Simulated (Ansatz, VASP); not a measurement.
## Cross-check of GaN between VASP and Ansatz

Aim: how closely do two programs agree when they are given the same cell, functional and k mesh? The cell is taken from a series of runs on this material, whose earlier steps may have relaxed, scaled, displaced or heated it; both programs get it as it stands.

Method: plane waves, with VASP 6.6.1 beside it; single point at HSE06, in Ansatz 0.2.0.

## Step 1: Set-up

Symmetry: F-43m, No. 216, cubic system. The conventional cell has a = 4.549 Å, b = 4.549 Å, c = 4.549 Å, α = 90.00°, β = 90.00°, γ = 90.00°. Ga has 4 N at 1.97 Å nearest. N has 4 Ga at 1.97 Å nearest. Farther neighbours and most contacts between anions are not listed.

## Step 2: Ansatz: single point, HSE06

Ansatz runs on its PAW soft_1 files.

A single point gives forces, pressure and levels at one fixed geometry, so differences don't come from the geometry; what else differs is listed under the comparison.

input.yaml reads:

```yaml
crystal:
  lattice:
    - [0.0, 2.2743704899, 2.2743704899]
    - [2.2743704899, 0.0, 2.2743704899]
    - [2.2743704899, 2.2743704899, 0.0]
  atoms:
    - { symbol: Ga, position: [0.0, 0.0, 0.0] }
    - { symbol: "N", position: [0.75, 0.75, 0.75] }
kpoints:
  mp_grid: { grid: [6, 6, 6] }
  band_path:
    path:
      - [0.0, 0.0, 0.0]
      - [-0.5, -0.5, 0.0]
      - [-0.375, -0.375, 0.25]
      - [-0.375, 0.0, 0.375]
      - [0.0, 0.0, 0.5]
      - [-0.5, -0.25, 0.25]
    npoints: 1
hamiltonian:
  xc: hse06
  pseudopotentials: { kind: paw, azcp: { folder: soft_1 } }
scf:
  occupations: { method: fixed }
  n_extra_bands: 4
output:
  eigenvalues: true
```

Run with:

```bash
$ ansatz run input.yaml --threads 3 --pin off --max-ram 92160MiB --backend cuda --events-out ev --progress --plain --runs-dir out --devices 1 --max-vram 13GiB
```

Numbers of over 12 decimals in the logs are rounded to 6 here.

The program printed:

```text
scf.n_extra_bands = 4 over 9 filled bands (N_el = 18.0): the run solves 13 bands
GPUs: using 1 of 1 available (devices: 1).
Engine: ansatz 0.2.0, x86_64-unknown-linux-gnu
Pseudopotentials: kind: paw
Pseudopotential: Ga, paw, valence charge 13, recommended cutoff 420 eV (normal), soft_1/Ga.paw.azcp
Pseudopotential: N, paw, valence charge 5, recommended cutoff 420 eV (normal), soft_1/N.paw.azcp
Functional definition: HSE06
  parameter a = 0.25
  parameter omega = 0.11/bohr
  exchange = pbe_x - a*pbe_x_sr(omega) + a*exact_x_sr(omega)
  correlation = pbe_c
davidson cushion auto → on  (no smearing: the cushion is to keep the highest requested band from converging to the state above it; pin scf.eigensolver.cushion to override)
device memory: the entry about to start is reckoned to put 0.4 GiB on a device that reports 56.7 GiB free (of which the cap on the GPU budget leaves the run 13.0 GiB)
GPU FFT provider: cuFFT
GPU libraries: cuBLAS 13.8.2, cuFFT 12.4.0, cuSOLVER 12.3.4
Crystal: 2 atoms, lattice volume = 23.530 Å³
Basis set: ecut = 420 eV, 459 PW (Γ)
Bands: 13, of which v1, the nominal top of the filled ones, is band 9 counted from 1 (8 counted from 0)
Symmetry: 24 space group operations
Space group: F-43m (ITA 216), of the structure as read, at distance tolerance 2.9e-5 Å
k-points: 16 of 216 (time reversal used)
Non-local potential: Ga, projectors of the file, l = 0: 2, l = 1: 2, l = 2: 3, l = 3: 1
Non-local potential: N, projectors of the file, l = 0: 2, l = 1: 2, l = 2: 1
PAW form: soft (Blöchl's): semilocal exchange-correlation on the pseudo side does not see the compensation charge
PAW frozen core: Ga, regenerated for the run's functional, and the local potential with it (the file was generated under x = pbe(κ = 0.804, μ = 0.219515), c = pbe(β = 0.066725))
PAW frozen core: N, regenerated for the run's functional, and the local potential with it (the file was generated under x = pbe(κ = 0.804, μ = 0.219515), c = pbe(β = 0.066725))
PAW one-centre angular grid: Ga, 590 points (default); XC on 64 Gauss nodes
PAW one-centre angular grid: N, 110 points (default); XC on 64 Gauss nodes
Initial density: superposition of atomic densities (chi_scale 0.1, normalization cell, long waves kept (reshape's long-wave potential 0.00 eV rms))
Initial wavefunctions: pseudopotential atomic-orbital guess
GPU buffer pool allocated for 13824 grid points (all kernels)
GPU transforms: local potential and band sums: pruned to the plane-wave sphere, on 24×24×24
Functional: x = pbe(κ = 0.804, μ = 0.219515), c = pbe(β = 0.066725), warm-up for x = pbe(κ = 0.804, μ = 0.219515) + 0.25 (exact − pbe) at short range (hse, ω = 0.207870 Å⁻¹), c = pbe(β = 0.066725); HSE06 as pw.x's `hse` composes it (authors' and Libxc's form: `xc: wpbeh`)
SCF iter   1: F=—  HF=-4168.536041 eV  |F-HF|=—  |Δ(HF+E_count)|=         —  Δρ=1.09e-1  dr2=2.42e0  ethr=1.00e-1  ⟨swp⟩=4.6  Hψ=632  notcnv=0
preconditioner: auto → none  [insulator: Δε(μ)=2.360 eV  Ē_g=18.923 eV  n_scr=8 (ndim 8)  ℏωp=32.5 eV  f_vac=0.000]
SCF iter   2: F=—  HF=-4168.042377 eV  |F-HF|=—  |Δ(HF+E_count)|=   4.94e-1  Δρ=6.10e-2  dr2=5.43e-1  ethr=1.34e-2  ⟨swp⟩=3.1  Hψ=568  notcnv=0
iter 3 solved again at ethr=2.63e-4 eV; its pass at ethr=3.02e-3 eV (dr2=4.74e-2 eV) is discarded
SCF iter   3: F=—  HF=-4167.917739 eV  |F-HF|=—  |Δ(HF+E_count)|=   1.25e-1  Δρ=2.04e-2  dr2=4.78e-2  ethr=2.63e-4  ⟨swp⟩=2.7  Hψ=1007  notcnv=0  defer=1
SCF iter   4: F=—  HF=-4167.914459 eV  |F-HF|=—  |Δ(HF+E_count)|=   3.28e-3  Δρ=6.74e-3  dr2=4.89e-3  ethr=2.63e-4  ⟨swp⟩=2.1  Hψ=482  notcnv=0
SCF iter   5: F=-4167.912225 eV  HF=-4167.912260 eV  |F-HF|=3.53e-5  |Δ(HF+E_count)|=   2.20e-3  Δρ=1.01e-3  dr2=1.05e-4  ethr=2.72e-5  ⟨swp⟩=3.0  Hψ=602  notcnv=0
SCF 1 stopped early in 5 iterations: F = -4167.912225 eV  dr2 = 1.05e-4
  greatest PAW one-centre occupation: 0.995 electrons in one spin orbital (limit 2), on the Ga atom at site 0 (counted from 0), in its partial waves of l = 2
device memory: the entry about to start is reckoned to put 1.1 GiB on a device that reports 56.6 GiB free (of which the cap on the GPU budget leaves the run 13.0 GiB)
GPU FFT provider: cuFFT
GPU libraries: cuBLAS 13.8.2, cuFFT 12.4.0, cuSOLVER 12.3.4
Initial density: handed on by an earlier stage of this run
Initial wavefunctions: those handed on with the density
GPU buffer pool allocated for 13824 grid points (all kernels)
GPU transforms: local potential and band sums: pruned to the plane-wave sphere, on 24×24×24
Functional: x = pbe(κ = 0.804, μ = 0.219515) + 0.25 (exact − pbe) at short range (hse, ω = 0.207870 Å⁻¹), c = pbe(β = 0.066725); HSE06 as pw.x's `hse` composes it (authors' and Libxc's form: `xc: wpbeh`)
Exchange kernel: α = 0.2500, screened, ω = 0.2079 Å⁻¹, Wigner–Seitz truncation, v(0) = 1042.7692 eV·Å³, q-mesh 6×6×6, nearest image of the exchange supercell L = 19.30 Å, pair-density grid 15×15×15, without the augmentation charges, whose exchange is taken in its separable form by FFT convolution over the k-point mesh (sized by the pseudopotential files, 18×18×18 at the most), smooth part of the exact exchange by density-matrix convolution in up to 1.79 GiB of GPU memory as planned if the GPU has room (build and FFT work areas not counted)
Frozen-core exchange: fock
SCF iter   1: F=—  HF=-4168.382192 eV  |F-HF|=—  |Δ(HF+E_count)|=         —  Δρ=1.97e-2  dr2=3.68e-2  ethr=5.85e-6  ⟨swp⟩=5.4  Hψ=1027  notcnv=0
preconditioner: auto → none  [insulator: Δε(μ)=2.711 eV  Ē_g=21.764 eV  n_scr=8 (ndim 8)  ℏωp=32.5 eV  f_vac=0.001]
SCF iter   2: F=—  HF=-4168.365289 eV  |F-HF|=—  |Δ(HF+E_count)|=   1.69e-2  Δρ=2.82e-3  dr2=1.75e-3  ethr=5.85e-6  ⟨swp⟩=4.0  Hψ=867  notcnv=0
SCF iter   3: F=—  HF=-4168.373122 eV  |F-HF|=—  |Δ(HF+E_count)|=   7.83e-3  Δρ=1.90e-3  dr2=3.81e-4  ethr=4.90e-6  ⟨swp⟩=3.3  Hψ=680  notcnv=0
SCF iter   4: F=—  HF=-4168.373031 eV  |F-HF|=—  |Δ(HF+E_count)|=   9.09e-5  Δρ=1.82e-4  dr2=1.22e-5  ethr=1.94e-6  ⟨swp⟩=3.0  Hψ=557  notcnv=0
SCF iter   5: F=-4168.373106 eV  HF=-4168.373107 eV  |F-HF|=6.03e-7  |Δ(HF+E_count)|=   7.54e-5  Δρ=1.56e-4  dr2=2.32e-6  ethr=2.40e-8  ⟨swp⟩=4.2  Hψ=809  notcnv=0
SCF 2 stopped early in 5 iterations: F = -4168.373106 eV  dr2 = 2.32e-6
hybrid outer 1: dexx = +8.726e-3 eV, tail = 3.70e-5 eV
GPU FFT provider: cuFFT
GPU libraries: cuBLAS 13.8.2, cuFFT 12.4.0, cuSOLVER 12.3.4
GPU buffer pool allocated for 13824 grid points (all kernels)
GPU transforms: local potential and band sums: pruned to the plane-wave sphere, on 24×24×24
Exchange kernel: α = 0.2500, screened, ω = 0.2079 Å⁻¹, Wigner–Seitz truncation, v(0) = 1042.7692 eV·Å³, q-mesh 6×6×6, nearest image of the exchange supercell L = 19.30 Å, pair-density grid 15×15×15, without the augmentation charges, whose exchange is taken in its separable form by FFT convolution over the k-point mesh (sized by the pseudopotential files, 18×18×18 at the most), smooth part of the exact exchange by density-matrix convolution in up to 1.79 GiB of GPU memory as planned if the GPU has room (build and FFT work areas not counted)
Frozen-core exchange: fock
SCF iter   1: F=—  HF=-4168.372852 eV  |F-HF|=—  |Δ(HF+E_count)|=         —  Δρ=6.17e-5  dr2=6.73e-7  ethr=1.03e-6  ⟨swp⟩=3.0  Hψ=531  notcnv=0
preconditioner: auto → none  [insulator: Δε(μ)=2.756 eV  Ē_g=21.573 eV  n_scr=8 (ndim 8)  ℏωp=32.5 eV  f_vac=0.002]
SCF iter   2: F=—  HF=-4168.372853 eV  |F-HF|=—  |Δ(HF+E_count)|=   9.17e-7  Δρ=2.86e-5  dr2=1.17e-7  ethr=3.43e-9  ⟨swp⟩=4.0  Hψ=848  notcnv=0
iter 3 solved again at ethr=2.31e-11 eV; its pass at ethr=5.61e-10 eV (dr2=4.16e-9 eV) is discarded
SCF iter   3: F=-4168.372853 eV  HF=-4168.372853 eV  |F-HF|=2.68e-9  |Δ(HF+E_count)|=   4.52e-8  Δρ=7.40e-6  dr2=7.97e-9  ethr=2.31e-11  ⟨swp⟩=2.3  Hψ=1063  notcnv=0
SCF 3 converged in 3 iterations: F = -4168.372853 eV  dr2 = 7.97e-9
hybrid outer 2: dexx = +3.596e-7 eV, tail = 3.10e-8 eV, Δε = 2.89e-3 eV (about 1.10e-4 eV left of the loop's levels)
device memory: the entry about to start is reckoned to put 0.3 GiB on a device that reports 54.0 GiB free (of which the cap on the GPU budget leaves the run 13.0 GiB)
NSCF: frozen V_eff on 6 k-points
hybrid SCF converged: 2 outer / 8 inner (+5 warm-up), last move |dexx| = 3.60e-7 eV, tail = 3.10e-8 eV
Stability not checked: this state was not tested for a lower state beside it, because the functional holds exact exchange (a hybrid, or Hartree-Fock), whose exchange loop this test does not read (fock_operator; see scf.lower_state_search)
Free energy (F): -4168.372853 eV
Frozen-core exchange: fock
Harris-Foulkes:  -4168.372853 eV  (|F-HF|=2.68e-9)
Internal energy: -4168.372853 eV  (E = F + TS)
E sigma→0 (E₀):  -4168.372853 eV
Fermi energy:    8.409366 eV
--- Per-component energies (eV) ---
  E_band       = -53.405520
  E_kinetic    = 238.897892
  E_local      = -1438.755502  (includes V_loc(G=0)·N_el)
  E_nonlocal   = -54.887437
  E_hartree    = 908.279057
  E_xc         = -98.121739
  E_vxc        = -104.161107  (∫ρ·V_xc dr)
  E_exx        = -61.857853  (= α·E_x^exact, valence–valence)
  E_paw        = -2089.149643  (= ΣΔE_a)
  E_vpaw       = -387.343899  (= ΣTr[D̂ρ^β])
  E_aug_tail   = 0.000738  (compensation charges beyond the density's cutoff)
  E_ewald      = -1572.868470
  E_core_change = 0.090104  (= ΣΔE_core)
  E_smearing   = -0.000000  (= −TS)
  E_closure    = -0.000000  (closes the sum)
  Σ components = -4168.372853   (vs F -4168.372853, Δ=-9.09e-13)
--- Band table (eV; the first three rows and the last of 16) ---
  k-point 0: bands = [... 5 lower, -6.9792, 8.4094, 8.4094, 8.4094, 11.1660, 20.1414, 20.1414, 20.1414]
  k-point 1: bands = [... 5 lower, -6.9806, 6.0351, 8.1278, 8.1278, 12.8448, 19.0900, 20.5213, 20.5213]
  k-point 2: bands = [... 5 lower, -6.0942, 2.7556, 7.6280, 7.6280, 14.0961, 18.5304, 20.4573, 20.4573]
  k-point 15: bands = [... 5 lower, -4.5035, 2.3166, 4.8165, 4.8986, 14.8671, 17.8044, 21.2025, 21.2654]
```

Reading the cycles: dr2 is the Hartree energy of the density residual (eV), the measure of convergence; HF is the Harris–Foulkes estimate of the energy, which meets the free energy F at convergence.

## Step 3: VASP: single point, HSE06

The same cell, functional and mesh now go to VASP, with its own data sets.

Lines of VASP's logs that name or quote its potential files are left out, and so is its time.

The run reads the wave functions of an earlier VASP run, which isn't shown here.

INCAR reads:

```
SYSTEM = GaN
PREC = Accurate
ENCUT = 520
EDIFF = 1E-06
NELM = 100
ISMEAR = 0
SIGMA = 0.01
LREAL = .FALSE.
ALGO = Normal
LHFCALC = .TRUE.
AEXX = 0.25
GGA = PE
HFSCREEN = 0.208
LASPH = .TRUE.
NBANDS = 15
PRECFOCK = Fast
LORBIT = 11
LWAVE = .FALSE.
LCHARG = .FALSE.
KPAR = 8
ISIF = 2
```

POSCAR reads:

```
GaN
1.0
    0.0000000000      2.2743704899      2.2743704899
    2.2743704899      0.0000000000      2.2743704899
    2.2743704899      2.2743704899      0.0000000000
Ga N
1 1
Direct
    0.0000000000      0.0000000000      0.0000000000
    0.7500000000      0.7500000000      0.7500000000
```

KPOINTS reads:

```
Automatic mesh
0
Gamma
6 6 6
0 0 0
```

The projector-augmented-wave data sets are Ga_d and N (PBE family, release 64).

Run with:

```bash
$ mpirun -np 8 vasp_std
```

The program printed:

```text
[banner, memory and clock lines left out]
running    8 mpi-ranks, on    1 nodes
 distrk:  each k-point on    1 cores,    8 groups
 distr:  one band on    1 cores,    1 groups

 POSCAR found type information on POSCAR GaN
 POSCAR found :  2 types and       2 ions
|                                                                             |
|           W    W    AA    RRRRR   N    N  II  N    N   GGGG   !!!           |
|           W    W   A  A   R    R  NN   N  II  NN   N  G    G  !!!           |
|           W    W  A    A  R    R  N N  N  II  N N  N  G       !!!           |
|           W WW W  AAAAAA  RRRRR   N  N N  II  N  N N  G  GGG   !            |
|           WW  WW  A    A  R   R   N   NN  II  N   NN  G    G                |
|           W    W  A    A  R    R  N    N  II  N    N   GGGG   !!!           |
|                                                                             |
|     For optimal performance we recommend to set                             |
|       NCORE = 2 up to number-of-cores-per-socket                            |
|     NCORE specifies how many cores store one orbital (NPAR=cpu/NCORE).      |
|     This setting can greatly improve the performance of VASP for DFT.       |
|     The default, NCORE=1 might be grossly inefficient on modern             |
|     multi-core architectures or massively parallel machines. Do your        |
|     Unfortunately you need to use the default for GW and RPA                |
|     calculations (for HF NCORE is supported but not extensively tested      |
|     yet).                                                                   |
|                                                                             |

 LDA part: xc-table for (Slater+PW92), standard interpolation
 found WAVECAR, reading the header
 POSCAR, INCAR and KPOINTS ok, starting setup
 FFT: planning ... GRIDC
 FFT: planning ... GRID_SOFT
 FFT: planning ... GRID
 reading WAVECAR
 the WAVECAR file was read successfully
 initial charge from wavefunction
 entering main loop
       N       E                     dE             d eps       ncg     rms          rms(c)
DAV:   1    -0.147285377276E+02   -0.14729E+02   -0.53467E-01   688   0.240E+01    0.616E-01
DAV:   2    -0.147249713448E+02    0.35664E-02   -0.43330E-02   576   0.553E+00    0.401E-01
DAV:   3    -0.147228527031E+02    0.21186E-02   -0.59818E-03   661   0.194E+00    0.210E-01
DAV:   4    -0.147225480818E+02    0.30462E-03   -0.11939E-03   701   0.452E-01    0.102E-01
DAV:   5    -0.147224509436E+02    0.97138E-04   -0.70494E-05   609   0.108E-01    0.593E-02
DAV:   6    -0.147224149418E+02    0.36002E-04   -0.14121E-05   550   0.401E-02    0.343E-02
DAV:   7    -0.147224024690E+02    0.12473E-04   -0.44712E-06   557   0.214E-02    0.201E-02
DAV:   8    -0.147223981808E+02    0.42882E-05   -0.11590E-06   422   0.148E-02    0.121E-02
DAV:   9    -0.147223966499E+02    0.15309E-05   -0.68135E-07   324   0.102E-02    0.742E-03
DAV:  10    -0.147223962407E+02    0.40921E-06   -0.38479E-07   324   0.625E-03
   1 F= -.14722396E+02 E0= -.14722396E+02  d E =-.716290E-87
```

OUTCAR, selected parts (step 3):

```text
ion  position               nearest neighbor table
   1  0.000  0.000  0.000-   2 1.97   2 1.97   2 1.97   2 1.97
   2  0.750  0.750  0.750-   1 1.97   1 1.97   1 1.97   1 1.97

  LATTYP: Found a face centered cubic cell.
 ALAT       =     4.5487409798

 Subroutine GETGRP returns: Found 24 space group operations
 (whereof 24 operations were pure point group operations)

The static configuration has the point symmetry T_d .

 Found     16 irreducible k-points:

   k-points           NKPTS =     16   k-points in BZ     NKDIM =    216   number of bands    NBANDS=     15

   dimension x,y,z NGX =    24 NGY =   24 NGZ =   24
   dimension x,y,z NGXF=    48 NGYF=   48 NGZF=   48

   ENCUT  =  520.0 eV  38.22 Ry    6.18 a.u.   5.98  5.98  5.98*2*pi/ulx,y,z

   NELECT =      18.0000    total number of electrons

 k-points in reciprocal lattice and weights: Automatic mesh
   0.00000000  0.00000000  0.00000000       0.005
   0.16666667  0.00000000  0.00000000       0.037
   0.33333333  0.00000000  0.00000000       0.037
   0.50000000  0.00000000  0.00000000       0.019
   0.16666667  0.16666667  0.00000000       0.028
   0.33333333  0.16666667  0.00000000       0.111
   0.50000000  0.16666667  0.00000000       0.111
  -0.33333333  0.16666667  0.00000000       0.111
  -0.16666667  0.16666667  0.00000000       0.056
[...]
-0.33333333  0.33333333  0.16666667       0.111
  -0.33333333  0.50000000  0.16666667       0.056

  exchange ACFDT corr.  =         0.00000000  see jH, gK, PRB 81, 115126

 average (electrostatic) potential at core
       1 -56.8166       2 -57.3209

 E-fermi :   4.3174

 k-point     1 :       0.0000    0.0000    0.0000
  band No.  band energies     occupation
    ...
      5     -11.1083      2.00000
      6     -11.1083      2.00000
      7       4.1791      2.00000
      8       4.1791      2.00000
      9       4.1791      2.00000
     10       6.9482      0.00000
     11      15.8978      0.00000
     12      15.8978      0.00000
     13      15.8978      0.00000
     14      23.1700      0.00000
    ...

 k-point     2 :       0.1667    0.0000    0.0000
  band No.  band energies     occupation
    ...
      5     -11.1097      2.00000
      6     -11.1097      2.00000
      7       1.8061      2.00000
      8       3.8971      2.00000
      9       3.8971      2.00000
     10       8.6242      0.00000
     11      14.8548      0.00000
     12      16.2792      0.00000
     13      16.2792      0.00000
     14      22.3106      0.00000
    ...

 k-point     3 :       0.3333    0.0000    0.0000
  band No.  band energies     occupation
    ...
      5     -11.0927      2.00000
      6     -10.2717      2.00000
      7      -1.4767      2.00000
      8       3.3968      2.00000
      9       3.3968      2.00000
     10       9.8719      0.00000
     11      14.3045      0.00000
     12      16.2230      0.00000
     13      16.2231      0.00000
     14      21.1732      0.00000
    ...

  Total       -0.9167823     -0.9167823     -0.9167823      0.0000000     -0.0000000      0.0000000
  in kB      -62.4256644    -62.4256644    -62.4256644      0.0000000     -0.0000000      0.0000000
  external PRESSURE =     -62.4256644 kB  Pullay stress =       0.0000000 kB

  energy-cutoff  :      520.00
  volume of cell :       23.53
      direct lattice vectors                 reciprocal lattice vectors
     0.000000000  2.274370490  2.274370490    -0.219841051  0.219841051  0.219841051
     2.274370490  0.000000000  2.274370490     0.219841051 -0.219841051  0.219841051
     2.274370490  2.274370490  0.000000000     0.219841051  0.219841051 -0.219841051

 POSITION                                       TOTAL-FORCE (eV/Angst)
 -----------------------------------------------------------------------------------
      0.00000      0.00000      0.00000        -0.000000      0.000000      0.000000
      3.41156      3.41156      3.41156         0.000000     -0.000000     -0.000000
 -----------------------------------------------------------------------------------
    total drift:                               -0.000008      0.000023      0.000006

  FREE ENERGIE OF THE ION-ELECTRON SYSTEM (eV)
  ---------------------------------------------------
  free  energy   TOTEN  =       -14.7223962407 eV

  energy  without entropy=      -14.7223962407  energy(sigma->0) =      -14.72239624

 total charge
# of ion       s       p       d       tot
------------------------------------------
    1        0.748   0.861  10.182  11.791
    2        1.221   2.515   0.000   3.736
--------------------------------------------------
tot          1.969   3.376  10.182  15.527

[... 3 further parts left out ...]
```

The run ends at a pressure of -6.24 GPa.

## Step 4: Side by side

Known differences besides the potentials themselves: exact exchange at q = 0 is treated differently, which shows on coarse meshes; VASP keeps PBE cores, Ansatz makes them for the functional; fixed occupations in Ansatz, narrow Gaussian smearing in VASP; the cutoff is 420 eV in Ansatz and 520 eV in VASP; VASP takes a coarser grid for exact exchange (PRECFOCK = Fast). Total energies have different zeros and are not compared.

Compared:

```
              quantity  Ansatz   VASP  difference
gap on the k mesh (eV)   2.757  2.769      -0.012
```

A gap on the mesh is an upper bound, since the band edges may lie between its points.

## Step 5: What came out

```json
{"difference in gap on the k mesh (single point, HSE06)": "-0.012 eV"}
```

**Reading.** The difference in gap on the k mesh is -0.012 eV (single point, HSE06), within the 0.08 eV picked in this series as the mark of a large difference. How closely two codes agree says nothing of how well the functional describes the real material.

[Lines on the potential files, build, host, timing and source positions are cut from VASP's logs without a mark.]

[Logs are printed without paths, hosts, clocks, repeated set-up lines and the standing remarks that a program may print on its own settings, such as how far it seeks lower states.]

[Hosts, paths, dates, database ids (printed as entryN), source tags and the programs' standing remarks are cut or masked in the printed files.]
